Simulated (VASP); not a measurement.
# Br (relaxed from the simple-cubic structure, space group Pm-3m): computed properties

Computed with PBEsol GGA, VASP's PBE PAW potentials (set 64) (plane waves; VASP 6.6.1).

```
Quantity                                                               Value
----------------------------------  ----------------------------------------
space group                                                      Pm-3m (221)
cell                                 a = b = c = 3.019 Å, α = β = γ = 90.00°
volume per atom                                               27.52 Å^3/atom
band gap (over mesh and band path)  none (metal, semimetal or under 0.01 eV)
density                                                           4.82 g/cm³
```

Br has the cubic space group Pm-3m (No. 221), the simple cubic structure, Pearson symbol cP1. Cell: a = b = c = 3.0193 Å, α = β = γ = 90.00°. Br on 1a is surrounded by 6 Br at 3.019 Å (octahedral). (Neighbours: up to the widest gap in distance over summed covalent radii, below 1.35, at either atom.)

The structure was generated: Br was put into the simple-cubic type (Pm-3m), which need not be its known phase. It was relaxed first, which changed the volume by -7 %. Symmetry was kept, so distortions that lower it aren't found.
